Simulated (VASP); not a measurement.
Computed with PBEsol GGA, VASP's PBE PAW potentials (set 64) (plane waves; VASP).

The input files of a VASP run:

INCAR:
```
LWAVE = F
ENCUT = 520
EDIFF = 1E-7
NELM = 100   # most electronic steps
LORBIT = 11
LASPH = T   # aspherical one-centre terms
ISMEAR = -5   # tetrahedra, Bloechl
LREAL = F   # projection in real space or not
SYSTEM = LiF
GGA = PS   # PBEsol
PREC = Accurate
LCHARG = T
NEDOS = 601   # DOS grid
ISIF = 2   # forces and stress, cell fixed
ALGO = Normal   # blocked Davidson
```

KPOINTS:
```
Automatic mesh
0
Gamma
13 13 13
0 0 0
```

File POSCAR:
```
LiF
1.0
  0.0000000000   2.0020442322   2.0020442322
  2.0020442322   0.0000000000   2.0020442322
  2.0020442322   2.0020442322   0.0000000000
Li F
1 1
Cart
  0.0000000000   0.0000000000   0.0000000000
  2.0020442322   2.0020442322   2.0020442322
```

POTCAR, in this order: Li_sv F (PBE.64 set). Program: vasp_std.

### Question
Predict the energy per atom (σ→0), band gap (on the k-mesh).

### Answer

The energy per atom (σ→0) comes out as -4.926 eV/atom and the band gap (on the k-mesh) is 9.08 eV.

File OSZICAR:
```
...
DAV:   6    -0.985160174884E+01    0.42628E+00   -0.22313E+00  1541   0.116E+01    0.139E+00
DAV:   7    -0.984969147810E+01    0.19103E-02   -0.16704E-02  2114   0.147E+00    0.830E-01
DAV:   8    -0.985202570672E+01   -0.23342E-02   -0.12457E-02  2121   0.154E+00    0.927E-02
DAV:   9    -0.985210355181E+01   -0.77845E-04   -0.87869E-04  1621   0.327E-01    0.409E-02
DAV:  10    -0.985213706598E+01   -0.33514E-04   -0.11944E-04  1735   0.103E-01    0.436E-03
DAV:  11    -0.985213775026E+01   -0.68429E-06   -0.20505E-06  2035   0.189E-02    0.234E-03
DAV:  12    -0.985213784455E+01   -0.94292E-07   -0.45576E-07  1682   0.787E-03
   1 F= -.98521378E+01 E0= -.98521378E+01  d E =0.000000E+00
```

The compound is LiF in the rock salt structure. It was relaxed first.
